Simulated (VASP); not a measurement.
Here is the system:

```yaml
crystal:
  lattice:
    - [4.26259, 0.00000, 0.00000]
    - [-2.13129, 3.69151, 0.00000]
    - [0.00000, 0.00000, 7.08615]
  atoms:
    - { symbol: Sr, position: [0.00000, 0.00000, 0.00000] }
    - { symbol: Cd, position: [0.33333, 0.66667, 0.63509] }
    - { symbol: Cd, position: [0.66667, 0.33333, 0.36491] }
    - { symbol: P, position: [0.66667, 0.33333, 0.74893] }
    - { symbol: P, position: [0.33333, 0.66667, 0.25107] }
```

Level of theory: LDA (Ceperley-Alder, Perdew-Zunger), VASP's LDA PAW potentials (set 64) (plane waves; VASP). Numerical set-up: 400 eV cut-off, Gaussian smearing of 0.050 eV, potentials Sr_sv Cd P.

Predict the band gap (along the path) with the smallest direct gap where there is one.

```json
{
 "band gap (along the path)": "0.83 eV",
 "smallest direct gap (along the path)": "0.83 eV"
}
```

Only differences to runs with the same potentials and settings are physical.

The structure comes from a computed database's Cd2SrP2 entry (P-3m1); how it stands against other phases isn't given here. It was relaxed first, which changed the volume by -7 %.
